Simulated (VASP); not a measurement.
Computed with PBE GGA with D3 dispersion (Becke-Johnson damping), VASP's PBE PAW potentials (set 64) (plane waves; VASP).

The input files of a VASP run:

### INCAR
```
ISMEAR  =  1   # Methfessel-Paxton
PREC  =  Accurate
ISIF  =  3
SYSTEM  =  Pd
LCHARG  =  .FALSE.
NELM  =  100
ALGO  =  Normal   # blocked Davidson
LREAL  =  .FALSE.   # projection in real space or not
EDIFFG  =  -0.01   # ionic stop
IBRION  =  2   # conjugate gradients
LASPH  =  .TRUE.   # aspherical one-centre terms
IVDW  =  12   # D3, Becke-Johnson
NSW  =  60
GGA  =  PE   # PBE
SIGMA  =  0.1   # width (eV)
EDIFF  =  1E-6   # SCF stop (eV)
LWAVE  =  .FALSE.
ENCUT  =  520
LMAXMIX  =  4
```

### KPOINTS
```
kpoints
0
Gamma
 14 14 14
0 0 0
```

**POSCAR**
```
Pd
1.0
  0.0000000000   1.9450000000   1.9450000000
  1.9450000000   0.0000000000   1.9450000000
  1.9450000000   1.9450000000   0.0000000000
Pd
1
Cart
  0.0000000000   0.0000000000   0.0000000000
```

POTCAR, in this order: Pd (PBE.64 set). Program: vasp_std.

What VASP printed:

**OSZICAR**
```
       N       E                     dE             d eps       ncg     rms          rms(c)
DAV:   1     0.394401256602E+02    0.39440E+02   -0.53902E+03  1896   0.105E+03
DAV:   2    -0.511239966863E+01   -0.44553E+02   -0.43233E+02  2011   0.195E+02
DAV:   3    -0.548128080140E+01   -0.36888E+00   -0.36656E+00  2232   0.209E+01
DAV:   4    -0.548294042139E+01   -0.16596E-02   -0.16595E-02  2196   0.131E+00
DAV:   5    -0.548296004948E+01   -0.19628E-04   -0.19630E-04  2199   0.120E-01    0.782E+00
DAV:   6    -0.520792247022E+01    0.27504E+00   -0.12215E+00  1916   0.106E+01    0.387E+00
DAV:   7    -0.519703631534E+01    0.10886E-01   -0.65558E-03  2089   0.775E-01    0.205E+00
DAV:   8    -0.519305021243E+01    0.39861E-02   -0.11236E-03  2013   0.293E-01    0.519E-02
DAV:   9    -0.519305054821E+01   -0.33578E-06   -0.14779E-05  2398   0.402E-02    0.149E-02
DAV:  10    -0.519305448420E+01   -0.39360E-05   -0.20219E-06  2117   0.156E-02    0.376E-03
DAV:  11    -0.519305419957E+01    0.28463E-06   -0.13344E-08  1013   0.137E-03
   1 F= -.58627661E+01 E0= -.58622009E+01  d E =-.586277E+01
       N       E                     dE             d eps       ncg     rms          rms(c)
DAV:   1    -0.519211400275E+01    0.94048E-03   -0.19636E-02  1901   0.159E+00    0.221E-01
DAV:   2    -0.519107161277E+01    0.10424E-02   -0.52840E-03  1902   0.673E-01    0.556E-02
DAV:   3    -0.519107307453E+01   -0.14618E-05   -0.13977E-05  2070   0.343E-02    0.336E-02
DAV:   4    -0.519107838194E+01   -0.53074E-05   -0.11686E-05  2122   0.300E-02    0.229E-03
DAV:   5    -0.519107828349E+01    0.98443E-07   -0.79742E-08  1041   0.274E-03
   2 F= -.58627534E+01 E0= -.58621898E+01  d E =0.126917E-04
       N       E                     dE             d eps       ncg     rms          rms(c)
DAV:   1    -0.519267903043E+01   -0.16006E-02   -0.72323E-03  1901   0.966E-01    0.133E-01
DAV:   2    -0.519229856239E+01    0.38047E-03   -0.19412E-03  1899   0.407E-01    0.344E-02
DAV:   3    -0.519229663989E+01    0.19225E-05   -0.55286E-06  2050   0.209E-02    0.208E-02
DAV:   4    -0.519229535627E+01    0.12836E-05   -0.42826E-06  2138   0.183E-02    0.135E-03
DAV:   5    -0.519229545994E+01   -0.10368E-06   -0.33066E-08   961   0.172E-03
   3 F= -.58627776E+01 E0= -.58622129E+01  d E =-.114423E-04
```

**OUTCAR**
```
------------------------ aborting loop because EDIFF is reached ----------------------------------------
 Edisp (eV)   -0.67048
  FORCE on cell =-STRESS in cart. coord.  units (eV):
  Direction    XX          YY          ZZ          XY          YZ          ZX
  --------------------------------------------------------------------------------------
  Total       0.00044     0.00044     0.00044     0.00000     0.00000     0.00000
  in kB       0.04757     0.04757     0.04757     0.00000     0.00000     0.00000
  external pressure =        0.05 kB  Pullay stress =        0.00 kB
  volume of cell :       14.70
      direct lattice vectors                 reciprocal lattice vectors
    -0.000000000  1.944284801  1.944284801    -0.257163971  0.257163971  0.257163971
     1.944284801  0.000000000  1.944284801     0.257163971 -0.257163971  0.257163971
     1.944284801  1.944284801  0.000000000     0.257163971  0.257163971 -0.257163971
 POSITION                                       TOTAL-FORCE (eV/Angst)
 -----------------------------------------------------------------------------------
      0.00000      0.00000      0.00000        -0.000000      0.000000      0.000000
 -----------------------------------------------------------------------------------
    total drift:                                0.000000     -0.000000     -0.000000
  FREE ENERGIE OF THE ION-ELECTRON SYSTEM (eV)
  ---------------------------------------------------
  free  energy   TOTEN  =        -5.8627775534 eV

  energy  without entropy=       -5.8610837106  energy(sigma->0) =       -5.86221294

 reached required accuracy - stopping structural energy minimisation
```
(Selected blocks of OUTCAR.)

File CONTCAR:
```
Pd
   1.00000000000000
    -0.0000000000000000    1.9442848012583451    1.9442848012583451
     1.9442848012583451    0.0000000000000000    1.9442848012583451
     1.9442848012583451    1.9442848012583451    0.0000000000000000
  Pd
     1
Direct
     0.0000000000000000    0.0000000000000000    0.0000000000000000
```

The compound is Pd in the fcc structure. This run relaxes it. Symmetry was kept, so distortions that lower it aren't found.
